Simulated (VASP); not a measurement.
Input:

```
CELL_PARAMETERS angstrom
      4.22785     0.00000     0.00000
      0.00000     4.22785     0.00000
      0.00000     0.00000     4.22785
ATOMIC_POSITIONS crystal
  Mg 0.00000 0.50000 0.50000
  Mg 0.50000 0.00000 0.50000
  Mg 0.50000 0.50000 0.00000
  Zn 0.00000 0.00000 0.00000
  O  0.50000 0.00000 0.00000
  O  0.00000 0.50000 0.00000
  O  0.00000 0.00000 0.50000
  O  0.50000 0.50000 0.50000
```

Level of theory: PBEsol GGA, VASP's PBE PAW potentials (set 64) (plane waves; VASP). Run with 520 eV cut-off, 5×5×5 Γ-centred mesh, Gaussian smearing of 0.010 eV, potentials Mg Zn O.

Give the electronic dielectric tensor ε∞ (DFPT, local fields included).

```
3.72  0.00  0.00
0.00  3.72  0.00
0.00  0.00  3.72
```

Give the Born effective charges.

```tsv
atom	Z*xx	Z*yy	Z*zz	mean
Mg1	1.97	2.00	2.00	1.99
Mg2	2.00	1.97	2.00	1.99
Mg3	2.00	2.00	1.97	1.99
Zn4	2.34	2.34	2.34	2.34
O5	-2.50	-1.93	-1.93	-2.12
O6	-1.93	-2.50	-1.93	-2.12
O7	-1.93	-1.93	-2.50	-2.12
O8	-1.95	-1.95	-1.95	-1.95
```

And the static tensor with the ions free?

```
12.8  0.00  0.00
0.00  12.8  0.00
0.00  0.00  12.8
```

Which frequencies do the optical Γ-point modes have (no LO-TO splitting)?

183 (×3), 265 (×3), 351 (×3), 391 (×3), 420 (×3), 421 (×3), 515 (×3) cm⁻¹.

The structure comes from a computed database's Mg3ZnO4 entry (Pm-3m); how it stands against other phases isn't given here. It was relaxed first.
